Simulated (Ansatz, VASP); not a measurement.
# AgSbS3: VASP beside Ansatz

Contents of INCAR:

```
  ALGO = Fast
  EDIFF = 1E-7
  ENCUT = 520
  GGA = CA
  ISIF = 2
  ISMEAR = 0
  LASPH = True
  LCHARG = False
  LREAL = False
  LWAVE = False
  NBANDS = 25
  NELM = 100
  PREC = Accurate
  SIGMA = 0.05
```

KPOINTS

```
k-points
0
Gamma
  4 4 4
```

The input POSCAR:

```
AgSbS3
1.0
    5.2000000000      0.0000000000      0.0000000000
    0.0000000000      5.2000000000      0.0000000000
    0.0000000000      0.0000000000      5.2000000000
Ag Sb S
1 1 3
Direct
    0.0000000000      0.0000000000      0.0000000000
    0.5000000000      0.5000000000      0.5000000000
    0.5000000000      0.5000000000      0.0000000000
    0.5000000000      0.0000000000      0.5000000000
    0.0000000000      0.5000000000      0.5000000000
```

Input for Ansatz:

```yaml
crystal:
  lattice:
    - [5.2, 0.0, 0.0]
    - [0.0, 5.2, 0.0]
    - [0.0, 0.0, 5.2]
  atoms:
    - { symbol: Ag, position: [0.0, 0.0, 0.0] }
    - { symbol: Sb, position: [0.5, 0.5, 0.5] }
    - { symbol: S, position: [0.5, 0.5, 0.0] }
    - { symbol: S, position: [0.5, 0.0, 0.5] }
    - { symbol: S, position: [0.0, 0.5, 0.5] }
basis:
  ecutwfc: 420
kpoints:
  mp_grid: { grid: [4, 4, 4] }
hamiltonian:
  xc: lda
scf:
  occupations: { method: gaussian, width: 0.05 }
output:
  forces: true
  stress: true
  eigenvalues: true
```

The cell comes from a database or a generator and needn't be the stable form of this composition.

Alike in both runs: task single point; functional LDA; k mesh 4 × 4 × 4; occupations gaussian, width 0.05 eV; no spin polarisation.

|  | VASP | Ansatz |
| --- | --- | --- |
| version | VASP 6.6.1 | Ansatz 0.2.0 |
| potentials or method | VASP PAW LDA potentials, release 64 (Ag, Sb, S) | scalar-relativistic, plane waves, PAW |
| plane-wave cutoff (eV) | 520 | 420 |
| valence electrons in the cell | 34 | 52 |

|  | VASP | Ansatz | Ansatz less VASP |
| --- | --- | --- | --- |
| gap on the k mesh at the Fermi level (eV) | none | none | - |
| pressure (GPa) | -7.9 | -7.9 | +0.03 |

A gap of «none» marks a metal or a gap that the smearing closes. The two sets of potentials don't hold the same shells in valence.

Spin-orbit coupling is left out, which matters for the levels of Sb.
